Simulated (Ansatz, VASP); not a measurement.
# Cross-check of Si126BC21 (amorphous Si0.85C0.15) between VASP and Ansatz, part 2 of 2

Aim: how closely do two programs agree when they are given the same cell, functional and k mesh? Of the first pair: The structure shown is the start of the Ansatz relaxation below; VASP solves that cell, so the two are compared at the walk's first step.

VASP 6.6.1 and Ansatz 0.2.0.

So far: Set-up; Ansatz: relaxation, PBE; VASP: single point, PBE, start cell, pair 1.

### 4. Comparison

Known differences besides the potentials themselves: the cutoff is 420 eV in Ansatz and 520 eV in VASP (PREC = Accurate, projectors in real space). Total energies have different zeros and are not compared.

Forces on 10 of the 148 atoms, those with the largest forces and the largest differences (eV/Å; atoms numbered as in POSCAR):

| atom | Ansatz x, y, z | VASP x, y, z |
| --- | --- | --- |
| Si18 | -0.190, 0.314, 0.354 | -0.189, 0.314, 0.347 |
| Si42 | -0.269, 0.343, 0.528 | -0.262, 0.342, 0.523 |
| Si122 | 0.136, -0.473, -0.201 | 0.130, -0.459, -0.207 |
| C128 | 0.953, 3.189, -3.172 | 0.954, 3.208, -3.193 |
| C129 | 0.131, 0.017, 0.224 | 0.167, 0.012, 0.203 |
| C131 | 0.200, 1.468, 3.195 | 0.203, 1.469, 3.206 |
| C132 | -0.034, -0.026, 0.024 | -0.053, -0.063, -0.008 |
| C133 | -0.761, -2.818, -0.742 | -0.770, -2.814, -0.739 |
| C145 | -0.057, 0.022, -0.025 | -0.053, 0.003, 0.002 |
| B148 | -0.513, -1.642, 0.780 | -0.517, -1.656, 0.786 |

The forces differ by 6.0 meV/Å r.m.s., which is 1.8 % of the r.m.s. force of 0.331 eV/Å (both taken over all components).

### 5. Ansatz: relaxation, PBE

This run makes the geometry at which the two programs are then compared.

The structure compared here is the end of the Ansatz relaxation.

Contents of input.yaml:

```yaml
crystal:
  lattice:
    - [13.5152, 0.0, 0.0]
    - [0.0, 13.5152, 0.0]
    - [0.0, 0.0, 13.5152]
  atoms:
    - { symbol: Si, position: [0.55569, 0.17416, 0.97458] }
    - { symbol: Si, position: [0.17757, 0.98795, 0.31032] }
[... 1 atom line left out ...]
    - { symbol: Si, position: [0.76338, 0.58363, 0.9175] }
[... 9 atom lines left out ...]
    - { symbol: Si, position: [0.64496, 0.77389, 0.94797] }
[... 3 atom lines left out ...]
    - { symbol: Si, position: [0.63638, 0.49454, 0.09001] }
[... 2 atom lines left out ...]
    - { symbol: Si, position: [0.56177, 0.8485, 0.4343] }
    - { symbol: Si, position: [0.37738, 0.62058, 0.07564] }
[... 1 atom line left out ...]
    - { symbol: Si, position: [0.41877, 0.59843, 0.31952] }
    - { symbol: Si, position: [0.77881, 0.67849, 0.39785] }
    - { symbol: Si, position: [0.49098, 0.48601, 0.59927] }
[... 1 atom line left out ...]
    - { symbol: Si, position: [0.36254, 0.41173, 0.50447] }
    - { symbol: Si, position: [0.29321, 0.54277, 0.42031] }
    - { symbol: Si, position: [0.69857, 0.88841, 0.33419] }
    - { symbol: Si, position: [0.47973, 0.45101, 0.24263] }
[... 4 atom lines left out ...]
    - { symbol: Si, position: [0.79434, 0.40579, 0.37155] }
[... 1 atom line left out ...]
    - { symbol: Si, position: [0.72743, 0.2935, 0.19426] }
[... 3 atom lines left out ...]
    - { symbol: Si, position: [0.77059, 0.61524, 0.09656] }
[... 6 atom lines left out ...]
    - { symbol: Si, position: [0.63987, 0.31824, 0.04003] }
    - { symbol: Si, position: [0.88787, 0.55668, 0.33792] }
    - { symbol: Si, position: [0.84869, 0.43952, 0.97708] }
[... 1 atom line left out ...]
    - { symbol: Si, position: [0.53459, 0.63613, 0.9988] }
[... 1 atom line left out ...]
    - { symbol: Si, position: [0.33843, 0.70963, 0.21608] }
    - { symbol: Si, position: [0.9197, 0.54308, 0.16553] }
[... 5 atom lines left out ...]
    - { symbol: Si, position: [0.87994, 0.37393, 0.13742] }
[... 5 atom lines left out ...]
    - { symbol: Si, position: [0.91104, 0.81304, 0.27429] }
[... 3 atom lines left out ...]
    - { symbol: Si, position: [0.51837, 0.26553, 0.17771] }
[... 1 atom line left out ...]
    - { symbol: Si, position: [0.72208, 0.86611, 0.07612] }
[... 3 atom lines left out ...]
    - { symbol: Si, position: [0.47295, 0.82156, 0.16355] }
[... 1 atom line left out ...]
    - { symbol: Si, position: [0.60966, 0.37092, 0.54992] }
    - { symbol: Si, position: [0.53929, 0.67134, 0.42341] }
[... 1 atom line left out ...]
    - { symbol: Si, position: [0.84342, 0.23409, 0.35274] }
[... 5 atom lines left out ...]
    - { symbol: Si, position: [0.43049, 0.33482, 0.36415] }
[... 1 atom line left out ...]
    - { symbol: Si, position: [0.76391, 0.61047, 0.55506] }
    - { symbol: Si, position: [0.86123, 0.76496, 0.10846] }
[... 15 atom lines left out ...]
    - { symbol: Si, position: [0.59977, 0.30414, 0.39083] }
    - { symbol: Si, position: [0.77537, 0.4327, 0.54904] }
    - { symbol: Si, position: [0.46166, 0.65495, 0.58047] }
[... 4 atom lines left out ...]
    - { symbol: Si, position: [0.34853, 0.46121, 0.12457] }
[... 6 atom lines left out ...]
    - { symbol: Si, position: [0.63846, 0.78865, 0.2054] }
[... 3 atom lines left out ...]
    - { symbol: Si, position: [0.39827, 0.81314, 0.35822] }
[... 1 atom line left out ...]
    - { symbol: C, position: [0.67047, 0.65302, 0.19486] }
    - { symbol: C, position: [0.69432, 0.69726, 0.62917] }
[... 1 atom line left out ...]
    - { symbol: C, position: [0.656, 0.62207, 0.37142] }
[... 1 atom line left out ...]
    - { symbol: C, position: [0.62398, 0.47828, 0.23937] }
[... 1 atom line left out ...]
    - { symbol: C, position: [0.67494, 0.3868, 0.29122] }
[... 1 atom line left out ...]
    - { symbol: C, position: [0.8128, 0.81511, 0.37829] }
[... 10 atom lines left out ...]
    - { symbol: C, position: [0.98358, 0.27751, 0.14804] }
kpoints:
  mp_grid: { grid: [1, 1, 1] }
hamiltonian:
  xc: pbe
  pseudopotentials: { kind: paw, azcp: { folder: soft_1 } }
scf:
  occupations: { method: gaussian, width: 0.025 }
output:
  forces: true
  eigenvalues: true
relax:
  f_tol: 0.05
  max_steps: 90
```

Command:

```console
$ ansatz run input.yaml --threads 4 --pin off --max-ram 15872MiB --backend cpu --events-out ev --progress --plain --runs-dir out
```

Numbers of over 12 decimals in the logs are rounded to 6 here.

Output:

```text
[...]
Crystal: 148 atoms, lattice volume = 2468.695 Å³
Basis set: ecut = 420 eV, 48489 PW (Γ), exchange–correlation on 192×192×192 points (8 copies of the dense FFT grid, shifted against one another)
Bands: 444, of which v1, the nominal top of the filled ones, is band 296 counted from 1 (295 counted from 0)
Symmetry: 1 space group operations
[...]
k-points: 1
[...]
- { symbol: C, position: [0.374751, 0.602062, 0.851853] }
    - { symbol: C, position: [0.660934, 0.619945, 0.397909] }
    - { symbol: C, position: [0.337183, 0.531276, 0.788651] }
    - { symbol: C, position: [0.623243, 0.469637, 0.249111] }
    - { symbol: C, position: [0.527588, 0.746131, 0.672288] }
[...]
- { symbol: B, position: [0.651318, 0.578925, 0.287021] }
[...]
- { symbol: C, position: [0.852249, 0.377520, 0.656435] }
    - { symbol: C, position: [0.616034, 0.685213, 0.692885] }
    - { symbol: C, position: [0.764399, 0.162000, 0.251037] }
    - { symbol: C, position: [0.984474, 0.277370, 0.147794] }
```

### 6. VASP: single point, PBE, relaxed cell, pair 2

The same cell, functional, mesh and smearing now go to VASP, with its own data sets.

Contents of INCAR:

```
SYSTEM = Si126BC21
PREC = Accurate
ENCUT = 520
EDIFF = 1E-06
NELM = 120
ISMEAR = 0
SIGMA = 0.025
LREAL = Auto
ALGO = Normal
GGA = PE
NBANDS = 399
LORBIT = 11
LWAVE = .FALSE.
LCHARG = .FALSE.
ISIF = 2
LASPH = .TRUE.
GGA_COMPAT = .FALSE.
```

Contents of POSCAR:

```
Si126BC21
1.0
   13.5152000000      0.0000000000      0.0000000000
    0.0000000000     13.5152000000      0.0000000000
    0.0000000000      0.0000000000     13.5152000000
Si C B
126 21 1
Direct
    0.5602700000      0.1769400000      0.9727400000
    0.1783700000      0.9874500000      0.3099800000
[... 1 atom line left out ...]
    0.7599900000      0.5849800000      0.9217100000
[... 9 atom lines left out ...]
    0.6459600000      0.7750000000      0.9479500000
[... 3 atom lines left out ...]
    0.6346400000      0.5045000000      0.1039500000
[... 2 atom lines left out ...]
    0.5629200000      0.8540700000      0.4341500000
    0.3780000000      0.6201900000      0.0748500000
[... 1 atom line left out ...]
    0.4223100000      0.6006600000      0.3184000000
    0.7870100000      0.6822600000      0.3932700000
    0.4900200000      0.4858400000      0.5970200000
[... 1 atom line left out ...]
    0.3610400000      0.4122200000      0.5031800000
    0.2952300000      0.5443300000      0.4181900000
    0.6982100000      0.8887100000      0.3315200000
    0.4810200000      0.4489900000      0.2466600000
[... 4 atom lines left out ...]
    0.7951900000      0.4004200000      0.3729100000
[... 1 atom line left out ...]
    0.7283200000      0.2908200000      0.1945200000
[... 3 atom lines left out ...]
    0.7716800000      0.6181000000      0.1086400000
[... 6 atom lines left out ...]
    0.6381400000      0.3237100000      0.0424800000
    0.8891200000      0.5540400000      0.3388500000
    0.8465100000      0.4389000000      0.9777700000
[... 1 atom line left out ...]
    0.5350100000      0.6386700000      0.9981500000
[... 1 atom line left out ...]
    0.3380400000      0.7093100000      0.2156600000
    0.9224900000      0.5408500000      0.1676700000
[... 5 atom lines left out ...]
    0.8802900000      0.3730600000      0.1374400000
[... 5 atom lines left out ...]
    0.9131400000      0.8141600000      0.2704100000
[... 3 atom lines left out ...]
    0.5180200000      0.2646700000      0.1777300000
[... 1 atom line left out ...]
    0.7216500000      0.8661000000      0.0766100000
[... 3 atom lines left out ...]
    0.4712600000      0.8207200000      0.1614400000
[... 1 atom line left out ...]
    0.6068200000      0.3668200000      0.5511000000
    0.5386900000      0.6794600000      0.4241300000
[... 1 atom line left out ...]
    0.8458100000      0.2307400000      0.3515600000
[... 5 atom lines left out ...]
    0.4289800000      0.3323200000      0.3650300000
[... 1 atom line left out ...]
    0.7292500000      0.6007500000      0.5280100000
    0.8621700000      0.7663600000      0.1047300000
[... 15 atom lines left out ...]
    0.5975400000      0.2981800000      0.3928100000
    0.7713200000      0.4291700000      0.5475700000
    0.4609100000      0.6558500000      0.5791300000
[... 4 atom lines left out ...]
    0.3524200000      0.4604100000      0.1249600000
[... 6 atom lines left out ...]
    0.6366000000      0.7875300000      0.2044300000
[... 3 atom lines left out ...]
    0.3971000000      0.8129400000      0.3568900000
[... 1 atom line left out ...]
    0.6701600000      0.6538200000      0.2015300000
    0.6985600000      0.6864500000      0.6281000000
[... 1 atom line left out ...]
    0.6609300000      0.6199500000      0.3979100000
[... 1 atom line left out ...]
    0.6232400000      0.4696400000      0.2491100000
[... 1 atom line left out ...]
    0.6750800000      0.3780000000      0.2947600000
[... 1 atom line left out ...]
    0.8144400000      0.8185600000      0.3740100000
[... 10 atom lines left out ...]
    0.6513200000      0.5789300000      0.2870200000
```

Contents of KPOINTS:

```
Automatic mesh
0
Gamma
1 1 1
0 0 0
```

PAW data sets: Si, C and B (PBE family, release 64).

Command:

```console
$ export OMP_NUM_THREADS=3
$ mpirun -np 1 vasp_gam
```

Output:

```text
[... set-up lines as in an earlier step ...]
 entering main loop
       N       E                     dE             d eps       ncg     rms          rms(c)
DAV:   1     0.311618830361E+04    0.31162E+04   -0.27131E+05   798   0.134E+03
DAV:   2    -0.445430319212E+03   -0.35616E+04   -0.33376E+04  1012   0.235E+02
DAV:   3    -0.860998712412E+03   -0.41557E+03   -0.40132E+03   996   0.720E+01
DAV:   4    -0.878347864929E+03   -0.17349E+02   -0.17156E+02   972   0.166E+01
[...]
DAV:  18    -0.833790914334E+03   -0.14578E-05   -0.11708E-05   916   0.527E-03    0.805E-03
DAV:  19    -0.833790916027E+03   -0.16923E-05   -0.95773E-06  1044   0.388E-03    0.357E-03
DAV:  20    -0.833790916331E+03   -0.30438E-06   -0.12930E-06   548   0.181E-03
   1 F= -.83379092E+03 E0= -.83378386E+03  d E =-.141047E-01
```

Parts of OUTCAR (step 6):

```text
  FREE ENERGIE OF THE ION-ELECTRON SYSTEM (eV)
  ---------------------------------------------------
  free  energy   TOTEN  =      -833.7909163311 eV

  energy  without entropy=     -833.7768115915  energy(sigma->0) =     -833.78386396
```

The run ends at a pressure of 1.86 GPa, with forces up to 0.068 eV/Å.

### 7. Comparison

At this near-relaxed geometry the largest component of a force difference is 45 meV/Å.

### 8. What came out

- r.m.s. force difference (single point, PBE, start cell, pair 1): 1.8 % of the r.m.s. force
- r.m.s. force difference (single point, PBE, relaxed cell, pair 2): 6.6 meV/Å

The r.m.s. force difference is 1.8 % of the r.m.s. force (single point, PBE, start cell, pair 1), within the 3 % picked in this series as the mark of a large difference. How closely two codes agree says nothing of how well the functional describes the real material.

[Lines on the potential files, build, host, timing and source positions are cut from VASP's logs without a mark.]

[Logs are printed without paths, hosts, clocks, repeated set-up lines and the standing remarks that a program may print on its own settings, such as how far it seeks lower states.]

[Hosts, paths, dates, database ids (printed as entryN), source tags and the programs' standing remarks are cut or masked in the printed files.]
